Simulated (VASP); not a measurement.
Energy against volume of Al3Sc (L1_2). Calculation: optB86b-vdW, VASP's PBE PAW potentials (set 64) (plane waves; VASP 6.6.1). Settings: 520 eV cut-off, 8×8×8 Γ-centred mesh, first-order Methfessel-Paxton smearing of 0.10 eV, potentials Sc_sv Al.

```tsv
V (Å³/atom)	E (eV/atom)
16.073	-3.25192
16.586	-3.26661
17.099	-3.27124
17.612	-3.26738
```

Question: Fit these four points and predict the energy of the run at 18.125 Å³/atom.

Answer: A cubic in V^(−2/3), the third-order Birch-Murnaghan form, passes through the four points with V0 = 17.11 Å³/atom and B0 = 88 GPa, and gives -3.2564 eV/atom there. The run gave -3.2564 eV/atom, -0.0 meV/atom from the fit; all five points give B0 = 88 GPa.

The compound is Al3Sc in the L1_2 structure. It was relaxed first.
